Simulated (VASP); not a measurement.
Here is the system:

```xyz
6
Lattice="4.5395 0.0000 0.0000 -2.2697 3.9313 0.0000 0.0000 0.0000 14.1723" Properties=species:S:1:pos:R:3 pbc="T T T"
Pb     2.2697     1.3104     7.0872
Pb     0.0000     2.6209     0.0011
I      2.2697     1.3104    12.3068
I      0.0000     2.6209     5.2207
I      0.0000     0.0000     1.8643
I      0.0000     0.0000     8.9505
```

The numbers are results of PBEsol GGA, VASP's PBE PAW potentials (set 64) (plane waves; VASP), not measurements. Settings: 400 eV cut-off, 6×6×2 Γ-centred mesh, tetrahedra with Blöchl corrections, potentials Pb_d I.

The cores are frozen, which limits the accuracy of field gradients.

### Question
Give the principal components of the electric field gradient (V/Å²) and the asymmetry η at each nucleus.

### Answer

| atom | Vxx | Vyy | Vzz | η |
|---|---|---|---|---|
| Pb1 | -7.2 | -7.2 | 14.3 | 0.00 |
| Pb2 | -7.2 | -7.2 | 14.3 | 0.00 |
| I3 | -7.6 | -7.6 | 15.2 | 0.00 |
| I4 | -7.6 | -7.6 | 15.2 | 0.00 |
| I5 | -7.2 | -7.2 | 14.4 | 0.00 |
| I6 | -7.2 | -7.2 | 14.4 | 0.00 |

The structure comes from a computed database's PbI2 entry (P6_3mc); how it stands against other phases isn't given here. It was relaxed first, which changed the volume by -6 %.
